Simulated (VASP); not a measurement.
Computed with PBEsol GGA, VASP's PBE PAW potentials (set 64) (plane waves; VASP 6.6.1).

A VASP calculation is set up with these files.

**POSCAR**
```
CoSi2
1
    0.0000000000     2.6551858848     2.6551858848
    2.6551858848     0.0000000000     2.6551858848
    2.6551858848     2.6551858848     0.0000000000
Co Si
1 2
Direct
  0.0000000000   0.0000000000   0.0000000000
  0.2500000000   0.2500000000   0.2500000000
  0.7500000000   0.7500000000   0.7500000000
```

INCAR:
```
# general
SYSTEM   =  CoSi2
PREC     =  Accurate
ENCUT    =  530   # plane-wave cut-off (eV)
LREAL    =  .FALSE.
LASPH    =  .TRUE.   # aspherical one-centre terms

# electronic loop
EDIFF    =  1E-7   # SCF stop (eV)
NELM     =  100   # most electronic steps
ALGO     =  Normal
LMAXMIX  =  4

# smearing
ISMEAR   =  1   # Methfessel-Paxton
SIGMA    =  0.1

# functional
GGA      =  PS

# ions
IBRION   =  6
NSW      =  1
ISIF     =  3   # ions, shape and volume
POTIM    =  0.015   # step
NFREE    =  2

# output
LWAVE    =  .FALSE.
LCHARG   =  .FALSE.
```

### KPOINTS
```
Automatic mesh
0
Gamma
11 11 11
0 0 0
```

POTCAR, in this order: Co Si (PBE.64 set). Program: vasp_std.

The run wrote:

File OUTCAR:
```
 ion  position               nearest neighbor table
   1  0.000  0.000  0.000-   3 2.30   3 2.30   3 2.30   2 2.30   3 2.30   2 2.30   2 2.30   2 2.30
  LATTYP: Found a face centered cubic cell.
 ALAT       =     5.3103717696
 Subroutine PRICEL returns:
 Original cell was already a primitive cell.
 Subroutine GETGRP returns: Found 48 space group operations
The static configuration has the point symmetry O_h .
The dynamic configuration has the point symmetry O_h .
 Subroutine INISYM returns: Found 48 space group operations
 Subroutine IBZKPT returns following result:
 Found     56 irreducible k-points:

 Following reciprocal coordinates:
            Coordinates               Weight
  0.000000  0.000000  0.000000      1.000000
  0.090909  0.000000  0.000000      8.000000
  0.181818  0.000000  0.000000      8.000000
  0.272727  0.000000  0.000000      8.000000
  0.363636  0.000000  0.000000      8.000000
  0.454545  0.000000  0.000000      8.000000
  0.090909  0.090909  0.000000      6.000000
  0.181818  0.090909  0.000000     24.000000
  0.272727  0.090909  0.000000     24.000000
  0.363636  0.090909  0.000000     24.000000
  0.454545  0.090909  0.000000     24.000000
 -0.454545  0.090909  0.000000     24.000000
 -0.363636  0.090909  0.000000     24.000000
 -0.272727  0.090909  0.000000     24.000000
 -0.181818  0.090909  0.000000     24.000000
 -0.090909  0.090909  0.000000     12.000000
  0.181818  0.181818  0.000000      6.000000
  0.272727  0.181818  0.000000     24.000000
  0.363636  0.181818  0.000000     24.000000
  0.454545  0.181818  0.000000     24.000000
 -0.454545  0.181818  0.000000     24.000000
 -0.363636  0.181818  0.000000     24.000000
 -0.272727  0.181818  0.000000     24.000000
 -0.181818  0.181818  0.000000     12.000000
  0.272727  0.272727  0.000000      6.000000
...
```

### OSZICAR
```
...
DAV:   6    -0.209795288649E+02    0.33869E-04   -0.84651E-05 10880   0.722E-02    0.682E-03
DAV:   7    -0.209795291408E+02   -0.27587E-06   -0.45069E-06 12380   0.284E-02    0.468E-03
DAV:   8    -0.209795292402E+02   -0.99423E-07   -0.25049E-07  9116   0.902E-03
   9 F= -.20979529E+02 E0= -.20979743E+02  d E =0.640523E-03
       N       E                     dE             d eps       ncg     rms          rms(c)
DAV:   1    -0.210331175243E+02   -0.53588E-01   -0.61746E-01 10572   0.700E+00    0.689E-01
DAV:   2    -0.210086177635E+02    0.24500E-01   -0.19742E-02 12684   0.178E+00    0.383E-01
DAV:   3    -0.209863739657E+02    0.22244E-01   -0.11125E-02 12916   0.130E+00    0.102E-01
DAV:   4    -0.209845873308E+02    0.17866E-02   -0.21586E-03 12028   0.792E-01    0.969E-02
DAV:   5    -0.209821250291E+02    0.24623E-02   -0.63548E-04 12308   0.501E-01    0.304E-02
DAV:   6    -0.209799677566E+02    0.21573E-02   -0.15552E-04 11876   0.134E-01    0.790E-03
DAV:   7    -0.209796957413E+02    0.27202E-03   -0.20414E-05 11124   0.400E-02    0.243E-03
DAV:   8    -0.209795441833E+02    0.15156E-03   -0.13835E-06 12116   0.125E-02    0.121E-03
DAV:   9    -0.209795326730E+02    0.11510E-04   -0.19144E-07  8680   0.455E-03    0.317E-04
DAV:  10    -0.209795296892E+02    0.29838E-05   -0.82118E-09  5440   0.114E-03    0.107E-04
DAV:  11    -0.209795294557E+02    0.23342E-06   -0.19502E-09  5068   0.626E-04    0.555E-05
DAV:  12    -0.209795293806E+02    0.75178E-07   -0.56065E-10  4856   0.282E-04
  10 F= -.20979529E+02 E0= -.20979743E+02  d E =0.640511E-03
       N       E                     dE             d eps       ncg     rms          rms(c)
DAV:   1    -0.210193950427E+02   -0.39866E-01   -0.71498E-01 10924   0.751E+00    0.109E+00
DAV:   2    -0.209889549011E+02    0.30440E-01   -0.36720E-02 12540   0.274E+00    0.563E-01
DAV:   3    -0.209819861070E+02    0.69688E-02   -0.32529E-02 12676   0.296E+00    0.433E-01
DAV:   4    -0.209797198064E+02    0.22663E-02   -0.11516E-02 12052   0.227E+00    0.801E-02
DAV:   5    -0.209795622282E+02    0.15758E-03   -0.47492E-04 10804   0.249E-01    0.419E-02
DAV:   6    -0.209795290142E+02    0.33214E-04   -0.90124E-05 11248   0.958E-02    0.931E-03
DAV:   7    -0.209795290290E+02   -0.14772E-07   -0.59099E-06 13284   0.378E-02    0.469E-03
DAV:   8    -0.209795290972E+02   -0.68174E-07   -0.27740E-07  9760   0.970E-03
  11 F= -.20979529E+02 E0= -.20979743E+02  d E =0.640480E-03
       N       E                     dE             d eps       ncg     rms          rms(c)
DAV:   1    -0.209959187664E+02   -0.16390E-01   -0.58273E-01 11036   0.682E+00    0.694E-01
DAV:   2    -0.209839999704E+02    0.11919E-01   -0.17511E-02 12800   0.182E+00    0.385E-01
DAV:   3    -0.209798129729E+02    0.41870E-02   -0.12029E-02 12416   0.171E+00    0.224E-01
DAV:   4    -0.209793193574E+02    0.49362E-03   -0.40194E-03 12188   0.127E+00    0.730E-02
DAV:   5    -0.209793154632E+02    0.38943E-05   -0.51272E-04 12124   0.301E-01    0.283E-02
DAV:   6    -0.209794884104E+02   -0.17295E-03   -0.17963E-04 12268   0.124E-01    0.727E-03
DAV:   7    -0.209795131792E+02   -0.24769E-04   -0.21724E-05 10884   0.430E-02    0.295E-03
DAV:   8    -0.209795294577E+02   -0.16279E-04   -0.17898E-06 11548   0.124E-02    0.687E-04
DAV:   9    -0.209795294792E+02   -0.21442E-07   -0.27497E-07  9060   0.548E-03
  12 F= -.20979529E+02 E0= -.20979743E+02  d E =0.640503E-03
       N       E                     dE             d eps       ncg     rms          rms(c)
DAV:   1    -0.210194050481E+02   -0.39876E-01   -0.73668E-01 10660   0.759E+00    0.109E+00
DAV:   2    -0.209888864681E+02    0.30519E-01   -0.35919E-02 12644   0.268E+00    0.558E-01
DAV:   3    -0.209807191686E+02    0.81673E-02   -0.26794E-02 12572   0.235E+00    0.304E-01
DAV:   4    -0.209797406628E+02    0.97851E-03   -0.70037E-03 12176   0.168E+00    0.841E-02
DAV:   5    -0.209795614518E+02    0.17921E-03   -0.39819E-04 11608   0.286E-01    0.414E-02
DAV:   6    -0.209795287719E+02    0.32680E-04   -0.82813E-05 11004   0.724E-02    0.699E-03
DAV:   7    -0.209795290231E+02   -0.25126E-06   -0.43805E-06 12692   0.285E-02    0.470E-03
DAV:   8    -0.209795291077E+02   -0.84587E-07   -0.23158E-07  8828   0.882E-03
  13 F= -.20979529E+02 E0= -.20979743E+02  d E =0.640526E-03
       N       E                     dE             d eps       ncg     rms          rms(c)
DAV:   1    -0.209974068516E+02   -0.17878E-01   -0.11907E+00  3216   0.897E+00    0.437E-01
DAV:   2    -0.209911077683E+02    0.62991E-02   -0.23194E-02  4624   0.197E+00    0.279E-01
DAV:   3    -0.209830897275E+02    0.80180E-02   -0.69416E-03  4636   0.110E+00    0.778E-02
DAV:   4    -0.209827669478E+02    0.32278E-03   -0.17491E-03  4488   0.747E-01    0.686E-02
DAV:   5    -0.209825863074E+02    0.18064E-03   -0.27849E-04  4292   0.352E-01    0.134E-02
DAV:   6    -0.209824263520E+02    0.15996E-03   -0.42789E-05  3764   0.513E-02    0.300E-03
DAV:   7    -0.209824157811E+02    0.10571E-04   -0.48554E-06  3692   0.204E-02    0.209E-03
DAV:   8    -0.209824107701E+02    0.50110E-05   -0.17154E-07  2792   0.411E-03    0.431E-04
DAV:   9    -0.209824089563E+02    0.18138E-05   -0.44571E-08  1968   0.227E-03    0.171E-04
DAV:  10    -0.209824087845E+02    0.17177E-06   -0.96573E-09  1852   0.130E-03    0.890E-05
DAV:  11    -0.209824086748E+02    0.10969E-06   -0.34764E-09  1732   0.804E-04    0.391E-05
DAV:  12    -0.209824086685E+02    0.63339E-08   -0.12471E-09  1644   0.485E-04
  14 F= -.20982409E+02 E0= -.20982659E+02  d E =0.749771E-03
       N       E                     dE             d eps       ncg     rms          rms(c)
DAV:   1    -0.209824552446E+02   -0.46570E-04   -0.26677E+00  3024   0.126E+01    0.283E-01
DAV:   2    -0.209836390368E+02   -0.11838E-02   -0.27645E-02  4024   0.230E+00    0.240E-01
DAV:   3    -0.209831374320E+02    0.50160E-03   -0.43608E-03  4104   0.138E+00    0.183E-01
DAV:   4    -0.209824319202E+02    0.70551E-03   -0.94768E-04  4544   0.490E-01    0.426E-02
DAV:   5    -0.209824085423E+02    0.23378E-04   -0.15154E-04  4804   0.207E-01    0.990E-03
DAV:   6    -0.209824086414E+02   -0.99121E-07   -0.67098E-06  4360   0.378E-02    0.527E-03
DAV:   7    -0.209824086612E+02   -0.19843E-07   -0.37423E-07  3596   0.882E-03
  15 F= -.20982409E+02 E0= -.20982658E+02  d E =0.749450E-03
       N       E                     dE             d eps       ncg     rms          rms(c)
DAV:   1    -0.209823466753E+02    0.61966E-04   -0.93169E-01  5184   0.759E+00    0.159E-01
DAV:   2    -0.209829969767E+02   -0.65030E-03   -0.10722E-02  6844   0.139E+00    0.111E-01
DAV:   3    -0.209829407692E+02    0.56207E-04   -0.13370E-03  7304   0.754E-01    0.107E-01
DAV:   4    -0.209827482790E+02    0.19249E-03   -0.41537E-04  7400   0.384E-01    0.197E-02
DAV:   5    -0.209827453070E+02    0.29720E-05   -0.39501E-05  8308   0.858E-02    0.591E-03
DAV:   6    -0.209827451250E+02    0.18198E-06   -0.17323E-06  7060   0.152E-02    0.374E-03
DAV:   7    -0.209827450680E+02    0.57056E-07   -0.65371E-07  6736   0.151E-02
  16 F= -.20982745E+02 E0= -.20982987E+02  d E =0.726191E-03
       N       E                     dE             d eps       ncg     rms          rms(c)
DAV:   1    -0.209825280209E+02    0.21710E-03   -0.12860E-01  5288   0.263E+00    0.150E-01
DAV:   2    -0.209828330590E+02   -0.30504E-03   -0.58283E-03  6744   0.865E-01    0.822E-02
DAV:   3    -0.209827627964E+02    0.70263E-04   -0.42830E-04  7396   0.292E-01    0.427E-02
DAV:   4    -0.209827495415E+02    0.13255E-04   -0.19352E-04  7272   0.290E-01    0.214E-02
DAV:   5    -0.209827453294E+02    0.42121E-05   -0.16953E-05  7064   0.889E-02    0.107E-02
DAV:   6    -0.209827450827E+02    0.24677E-06   -0.20023E-06  6440   0.121E-02    0.118E-03
DAV:   7    -0.209827450800E+02    0.26976E-08   -0.21009E-07  5096   0.600E-03
  17 F= -.20982745E+02 E0= -.20982987E+02  d E =0.726372E-03
```

OUTCAR:
```
------------------------ aborting loop because EDIFF is reached ----------------------------------------
  FORCE on cell =-STRESS in cart. coord.  units (eV):
  Direction    XX          YY          ZZ          XY          YZ          ZX
  --------------------------------------------------------------------------------------
  Total        0.0598724      0.0590443      0.0590443      0.0000000      0.1443834      0.0000000
  in kB        2.5622565      2.5268179      2.5268179      0.0000000      6.1789249      0.0000000
  external PRESSURE =       2.5386308 kB  Pullay stress =       0.0000000 kB
  volume of cell :       37.44
      direct lattice vectors                 reciprocal lattice vectors
     0.000000000  2.655185885  2.655185885    -0.188310733  0.188310733  0.188310733
     2.655185885  0.000000000  2.655185885     0.188310733 -0.188310733  0.188310733
     2.655185885  2.655185885  0.000000000     0.188310733  0.188310733 -0.188310733
 POSITION                                       TOTAL-FORCE (eV/Angst)
 -----------------------------------------------------------------------------------
      0.00000      0.00000      0.00000        -0.095029     -0.000000     -0.000000
      1.31259      1.32759      1.32759         0.145464      0.000000      0.000000
      3.98278      3.98278      3.98278        -0.050435     -0.000000     -0.000000
 -----------------------------------------------------------------------------------
    total drift:                                0.000049      0.000000      0.000000
  FREE ENERGIE OF THE ION-ELECTRON SYSTEM (eV)
  ---------------------------------------------------
  free  energy   TOTEN  =       -20.9827450800 eV

  energy  without entropy=      -20.9834714515  energy(sigma->0) =      -20.98298720

   1 f  =   10.659504 THz    66.975642 2PiTHz  355.562797 cm-1    44.084148 meV
             X         Y         Z           dx          dy          dz
      0.000000  0.000000  0.000000     0.000000    0.000000    0.000000
      1.327593  1.327593  1.327593    -0.040391    0.589537    0.388349
      3.982779  3.982779  3.982779     0.040391   -0.589537   -0.388349

   2 f  =   10.659504 THz    66.975642 2PiTHz  355.562797 cm-1    44.084148 meV
             X         Y         Z           dx          dy          dz
      0.000000  0.000000  0.000000    -0.000000   -0.000000    0.000000
      1.327593  1.327593  1.327593     0.321670   -0.330888    0.535763
      3.982779  3.982779  3.982779    -0.321670    0.330888   -0.535763

   3 f  =   10.659504 THz    66.975642 2PiTHz  355.562797 cm-1    44.084148 meV
             X         Y         Z           dx          dy          dz
      0.000000  0.000000  0.000000     0.000000    0.000000    0.000000
      1.327593  1.327593  1.327593    -0.628408   -0.207267    0.249285
      3.982779  3.982779  3.982779     0.628408    0.207267   -0.249285

   4 f  =   10.379341 THz    65.215325 2PiTHz  346.217561 cm-1    42.925487 meV
             X         Y         Z           dx          dy          dz
      0.000000  0.000000  0.000000     0.196926    0.019023   -0.670076
      1.327593  1.327593  1.327593    -0.142589   -0.013774    0.485187
      3.982779  3.982779  3.982779    -0.142589   -0.013774    0.485187

   5 f  =   10.379341 THz    65.215325 2PiTHz  346.217561 cm-1    42.925487 meV
             X         Y         Z           dx          dy          dz
      0.000000  0.000000  0.000000    -0.667425   -0.059564   -0.197838
      1.327593  1.327593  1.327593     0.483268    0.043129    0.143250
      3.982779  3.982779  3.982779     0.483268    0.043129    0.143250

   6 f  =   10.379341 THz    65.215325 2PiTHz  346.217561 cm-1    42.925487 meV
             X         Y         Z           dx          dy          dz
      0.000000  0.000000  0.000000    -0.062513    0.695869    0.001384
      1.327593  1.327593  1.327593     0.045264   -0.503863   -0.001002
      3.982779  3.982779  3.982779     0.045264   -0.503863   -0.001002

   7 f/i=    0.001517 THz     0.009529 2PiTHz    0.050589 cm-1     0.006272 meV
             X         Y         Z           dx          dy          dz
      0.000000  0.000000  0.000000     0.613126   -0.368669   -0.003968
      1.327593  1.327593  1.327593     0.423384   -0.254578   -0.002740
      3.982779  3.982779  3.982779     0.423384   -0.254578   -0.002740

   8 f/i=    0.001517 THz     0.009529 2PiTHz    0.050589 cm-1     0.006272 meV
             X         Y         Z           dx          dy          dz
      0.000000  0.000000  0.000000     0.028679    0.040013    0.713746
      1.327593  1.327593  1.327593     0.019804    0.027631    0.492865
      3.982779  3.982779  3.982779     0.019804    0.027631    0.492865

   9 f/i=    0.001517 THz     0.009529 2PiTHz    0.050589 cm-1     0.006272 meV
             X         Y         Z           dx          dy          dz
      0.000000  0.000000  0.000000    -0.367573   -0.611832    0.049069
      1.327593  1.327593  1.327593    -0.253821   -0.422491    0.033884
      3.982779  3.982779  3.982779    -0.253821   -0.422491    0.033884

 ELASTIC MODULI CONTR FROM IONIC RELAXATION (kBar)
 Direction    XX          YY          ZZ          XY          YZ          ZX
 --------------------------------------------------------------------------------
 XX           0.0000      0.0000      0.0000      0.0000      0.0000      0.0000
 YY           0.0000      0.0000      0.0000      0.0000      0.0000      0.0000
 ZZ           0.0000      0.0000      0.0000      0.0000      0.0000      0.0000
 XY           0.0000      0.0000      0.0000   -606.4568     -0.0000      0.0000
 YZ           0.0000      0.0000      0.0000     -0.0000   -606.4568     -0.0000
 ZX           0.0000      0.0000      0.0000      0.0000     -0.0000   -606.4568
 --------------------------------------------------------------------------------

 TOTAL ELASTIC MODULI (kBar)
 Direction    XX          YY          ZZ          XY          YZ          ZX
 --------------------------------------------------------------------------------
 XX        2729.4822   1559.8787   1559.8787     -0.0000      0.0000      0.0000
 YY        1559.8787   2729.4822   1559.8787      0.0000      0.0000     -0.0000
 ZZ        1559.8787   1559.8787   2729.4822      0.0000      0.0000     -0.0000
 XY          -0.0000      0.0000      0.0000   1029.5764     -0.0000      0.0000
 YZ           0.0000      0.0000      0.0000     -0.0000   1029.5764     -0.0000
 ZX           0.0000     -0.0000     -0.0000      0.0000     -0.0000   1029.5764
 --------------------------------------------------------------------------------
```
(Selected blocks of OUTCAR.)

Finite-difference elastic constants of metals are sensitive to mesh and smearing; shear constants can be off by tens of GPa.

The compound is CoSi2 in the fluorite structure. It was relaxed first. The run is not spin-polarised, so no magnetic state was tried. The electron count is odd and the run is not spin-polarised, which forces a metal.
